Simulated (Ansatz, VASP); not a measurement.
**Zr2Te3Pd2: VASP beside Ansatz**

```
CELL_PARAMETERS angstrom
4.22322 0.00000 0.00000
-2.11161 3.65742 0.00000
0.00000 0.00000 10.58670
ATOMIC_POSITIONS crystal
Zr 0.33333 0.66667 0.14615
Zr 0.66667 0.33333 0.85385
Te 0.33333 0.66667 0.68747
Te 0.66667 0.33333 0.31253
Te 0.00000 0.00000 0.00000
Pd 0.66667 0.33333 0.57685
Pd 0.33333 0.66667 0.42315
```

Alike in both runs: functional PBE; k mesh 5 × 5 × 2; occupations gaussian, width 0.2 eV; no spin polarisation.

Ansatz relaxed the structure, and its values are those at the end. VASP's run is a single point on that final structure, the one shown.

|  | VASP | Ansatz |
| --- | --- | --- |
| version | VASP 6.6.1 | Ansatz 0.2.0 |
| potentials or method | VASP PAW PBE potentials, release 64 (Zr_sv, Te, Pd) | scalar-relativistic, plane waves, PAW |
| plane-wave cutoff (eV) | 520 | 420 |
| valence electrons in the cell | 62 | 108 |

|  | VASP | Ansatz | Ansatz less VASP |
| --- | --- | --- | --- |
| gap on the k mesh at the Fermi level (eV) | none | none | - |
| pressure (GPa) | 0.5 | 0.6 | +0.05 |
| rms of the force components (eV/Å) | 0.011 | 0.014 | +0.0037 |

A gap of «none» marks a metal or a gap that the smearing closes. The two sets of potentials don't hold the same shells in valence.

Spin-orbit coupling is left out, which matters for the levels of Te.
